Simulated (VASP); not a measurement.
WC, 2 atoms in the cell. Symmetry: Imm2, No. 44, orthorhombic system. The conventional cell has a = 3.101 Å, b = 4.385 Å, c = 3.101 Å, α = 90.00°, β = 90.00°, γ = 90.00°. W (site symmetry mm2) is surrounded by 6 C at 2.11 to 2.28 Å. C (site symmetry mm2) has 6 W at 2.11 to 2.28 Å as nearest neighbours. The cell comes from a database or a generator and needn't be the stable form of this composition. The cell isn't the ideal one: all W atoms moved +0.125 Å, as atom 1 towards its neighbour atom 1 (W) at 3.101 Å.

```yaml
Program: VASP 6.6.1
Task: single point
Functional: LDA
Potentials_or_basis: VASP PAW LDA potentials, release 64 (W_sv, C)
Cutoff: 520 eV
k_mesh: 18 × 18 × 18
Occupations: gaussian, width 0.15 eV
Spin: no spin polarisation
Dipole_correction: no
Further_INCAR_settings: ALGO = Fast; EDIFF = 1e-06; NBANDS = 16
```

Potentials or basis: VASP PAW LDA potentials, release 64 (W_sv, C).

Command:

```console
$ cat potpaw_LDA.64/W_sv/POTCAR potpaw_LDA.64/C/POTCAR > POTCAR
$ mpirun -np 1 vasp_std > vasp.out
```

Hardware: 1 thread of AMD EPYC 9R45 96-Core Processor (Zen 5) (shared host).

Problem. How long does it take, and how much memory?

Solution. Run time: 2.5 min on 1 thread of AMD EPYC 9R45 96-Core Processor (Zen 5), on a shared host, peak memory 0.34 GiB. Counts: scf iterations 13, k points 865.
